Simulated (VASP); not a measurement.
An input for Quantum ESPRESSO's pw.x (written as the equivalent of a VASP run, and not itself run):

```
&CONTROL
  calculation = 'scf'
  pseudo_dir = './pseudo'
  outdir = './out'
  tprnfor = .true.
  tstress = .true.
/
&SYSTEM
  ibrav = 0
  nat = 2
  ntyp = 2
  ecutwfc = 86
  occupations = 'smearing'
  smearing = 'gaussian'
  degauss = 0.003675
  input_dft = 'pbe'
/
&ELECTRONS
  conv_thr = 7.3e-08
  electron_maxstep = 100
/
ATOMIC_SPECIES
  Ca 40.078 Ca.upf
  Se 78.971 Se.upf
CELL_PARAMETERS angstrom
     0.0000000    3.0192000    3.0192000
     3.0192000    0.0000000    3.0192000
     3.0192000    3.0192000    0.0000000
ATOMIC_POSITIONS crystal
  Ca   0.0000000  0.0000000  0.0000000
  Se   0.5000000  0.5000000  0.5000000
K_POINTS automatic
  7 7 7 0 0 0
```

Question: Write the VASP files for the same calculation (PBE).

Answer: Several could match; the one computed here: 
### KPOINTS
```
Regular mesh
0
Gamma
7 7 7
0 0 0
```

### INCAR
```
SYSTEM = CaSe
PREC = Accurate
ENCUT = 400
EDIFF = 1E-6
NELM = 100
ALGO = Normal
LREAL = .FALSE.
LASPH = .FALSE.
ISMEAR = 0
SIGMA = 0.05
GGA = PE
LMAXMIX = 4
LWAVE = .FALSE.
LCHARG = .FALSE.
ISIF = 2
```

### POSCAR
```
CaSe
1
    0.0000000000     3.0192000000     3.0192000000
    3.0192000000     0.0000000000     3.0192000000
    3.0192000000     3.0192000000     0.0000000000
Ca Se
1 1
Direct
  0.0000000000   0.0000000000   0.0000000000
  0.5000000000   0.5000000000   0.5000000000
```

POTCAR, in this order: Ca_sv Se (PBE.64 set). Program: vasp_std.

Limits of the translation: the potentials are each code's own (VASP's PAW set, PseudoDojo norm-conserving files in pw.x), so ENCUT and ecutwfc are chosen apart and not converted; conv_thr bounds pw.x's estimated SCF error, while EDIFF bounds the energy change between steps.

The compound is CaSe in the rock salt structure. The cell was not relaxed at this level. The run is one of a series of settings (LASPH = .FALSE. against the base run), some of them coarse on purpose.
